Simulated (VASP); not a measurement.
Calculation: B3LYP hybrid, VASP's PBE PAW potentials (set 64) (plane waves; VASP).

A VASP calculation is set up with these files.

INCAR:
```
# general
SYSTEM   = SiS2
PREC     = Accurate
ENCUT    = 300
LREAL    = .False.
LASPH    = .True.
ISYM     = 3

# electronic loop
EDIFF    = 1E-6
NELM     = 100
ALGO     = Normal

# smearing
ISMEAR   = -1
SIGMA    = 0.01

# functional
GGA      = B3
AGGAC    = 0.81
AGGAX    = 0.72
ALDAC    = 0.19
LHFCALC  = .True.
AEXX     = 0.2
HFRCUT   = -1
PRECFOCK = Fast

# ions
ISIF     = 2

# output
LWAVE    = .False.
LCHARG   = .False.
```

POSCAR:
```
SiS2
6.4797530
 -0.4541119083   0.7756988577   0.4382620757
  0.4541119083  -0.7756988577   0.4382620757
  0.4541119083   0.7756988577  -0.4382620757
Si S
2 4
Cart
  0.0000000000   0.0000000000   0.6573931136
  0.0000000000   0.0000000000   0.2191310379
  0.2711593027   0.5969002710   0.4382620757
  0.1829526056   0.1787985867   0.0000000000
  0.2711593027   0.9544974443  -0.0000000000
  0.1829526056  -0.1787985867   0.4382620757
```

### KPOINTS
```
K-points
0
G
 4 4 4
0 0 0
```

POTCAR, in this order: Si S (PBE.64 set). Program: vasp_std.

Problem. What will the output report for the number of irreducible k-points (NKPTS), largest plane-wave count, number of space-group operations, FFT grid (NGX, NGY, NGZ)?

Solution. 
```yaml
number of irreducible k-points (NKPTS): 18
largest_plane_wave_count: 1998
number_of_space_group_operations: 8
FFT grid (NGX, NGY, NGZ): 40 × 40 × 40
```

The structure comes from a computed database's SiS2 entry; how it stands against other phases isn't given here. The cell was not relaxed at this level. The run is one of a series of settings (AEXX = 0.2, AGGAC = 0.81, AGGAX = 0.72, ALDAC = 0.19, GGA = B3, HFRCUT = -1, ISYM = 3, LHFCALC = .TRUE., PRECFOCK = Fast against the base run), some of them coarse on purpose.
